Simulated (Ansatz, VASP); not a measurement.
RuSe: VASP beside Ansatz

The input INCAR:

```
ALGO = Normal
EDIFF = 1E-6
ENCUT = 520
ISIF = 2
ISMEAR = 0
ISPIN = 2
LASPH = True
LCHARG = False
LMAXMIX = 4
LORBIT = 11
LREAL = False
LWAVE = False
MAGMOM = 1 -1 0 0
NBANDS = 32
NELM = 80
PREC = Accurate
SIGMA = 0.05
```

KPOINTS

```
k-points
0
Gamma
  6 6 6
```

File POSCAR:

```
RuSe
1.0
    5.3552328200      2.6776164100      2.6776164100
    2.6776164100      5.3552328200      2.6776164100
    2.6776164100      2.6776164100      5.3552328200
Ru Se
2 2
Direct
    0.2500000000      0.2500000000      0.2500000000
    0.7500000000      0.7500000000      0.7500000000
    0.0000000000      0.0000000000      0.0000000000
    0.5000000000      0.5000000000      0.5000000000
```

Contents of input.yaml:

```yaml
crystal:
  lattice:
    - [5.35523282, 2.67761641, 2.67761641]
    - [2.67761641, 5.35523282, 2.67761641]
    - [2.67761641, 2.67761641, 5.35523282]
  atoms:
    - { symbol: Ru, position: [0.25, 0.25, 0.25], spin: 1.0 }
    - { symbol: Ru, position: [0.75, 0.75, 0.75], spin: -1.0 }
    - { symbol: Se, position: [0.0, 0.0, 0.0] }
    - { symbol: Se, position: [0.5, 0.5, 0.5] }
hamiltonian:
  xc: lda
  pseudopotentials: { kind: paw }
magnetization:
  spin_polarized: true
kpoints:
  mp_grid: { grid: [6, 6, 6] }
scf:
  occupations: { method: gaussian, width: 0.05 }
output:
  forces: true
  stress: true
  eigenvalues: true
```

The cell comes from a database or a generator and needn't be the stable form of this composition.

Alike in both runs: task single point; functional LDA; k mesh 6 × 6 × 6; occupations gaussian, width 0.05 eV; collinear spin, antiferromagnetic start.

|  | VASP | Ansatz |
| --- | --- | --- |
| version | VASP 6.6.1 | Ansatz 0.2.0 |
| potentials or method | VASP PAW LDA potentials, release 64 (Ru_pv, Se) | Ansatz PAW |
| plane-wave cutoff (eV) | 520 | 420 |
| valence electrons in the cell | 40 | 64 |

```tsv
	VASP	Ansatz	Ansatz less VASP
gap on the k mesh at the Fermi level (eV)	none	none	-
pressure (GPa)	-20.6	-19.5	+1.13
largest component of the traceless stress (GPa)	0.01	0.07	+0.068
net moment per atom (μB)	0.00	0.49	+0.488
size of the moment on the site where the two differ most (μB)	0.00	0.81	+0.808
```

The net moments differ so much that the two runs ended in different magnetic states, which moves the other rows too. Site moments also hang on the region over which each program counts them. A gap of «none» marks a metal or a gap that the smearing closes. The two sets of potentials don't hold the same shells in valence.

Caveats: so large a pressure means that the cell lies far from this level's equilibrium, or that cutoff or potentials fall short; the PAW data sets come from PBE, with cores solved anew for the run's functional, which leaves a small shift of forces and pressure (Ansatz); the starting moments weren't kept (Ansatz).
